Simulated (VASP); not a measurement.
A convergence study with VASP on PtAl$_{2}$ (fluorite): one setting is varied, all else stays as given below, so the limit is that of these other settings.

```yaml
crystal:
  lattice:
    - [0.00000, 2.95500, 2.95500]
    - [2.95500, 0.00000, 2.95500]
    - [2.95500, 2.95500, 0.00000]
  atoms:
    - { symbol: Al, position: [0.25000, 0.25000, 0.25000] }
    - { symbol: Al, position: [0.75000, 0.75000, 0.75000] }
    - { symbol: Pt, position: [0.00000, 0.00000, 0.00000] }
```

Calculation: PBE GGA, VASP's PBE PAW potentials (set 64) (plane waves; VASP). The tightest run used: 550 eV cut-off, 14×14×14 Monkhorst-Pack mesh, first-order Methfessel-Paxton smearing of 0.10 eV, potentials Al Pt.

```tsv
setting	E (eV/atom)	pressure (GPa)	irreducible k-points
1×1×1 mesh	0.1120	50.29	1
2×2×2 mesh	-5.2969	4.48	2
3×3×3 mesh	-5.4428	1.81	4
4×4×4 mesh	-5.4105	2.25	10
5×5×5 mesh	-5.3903	2.46	10
6×6×6 mesh	-5.4150	2.32	28
7×7×7 mesh	-5.4121	2.38	20
```

These are the cheaper rows. Estimate the results at 14×14×14 mesh, and how far the last row shown lies from them.

| quantity | tightest run | last row shown is off by |
|---|---|---|
| E (eV/atom) | -5.4161 | 0.0040 |
| pressure (GPa) | 2.27 | 0.10 |

Left out are rungs that failed or repeat a setting and relaxations that didn't move; long series are thinned to 24 rows.

The compound is PtAl2 in the fluorite structure. The cell was not relaxed at this level.
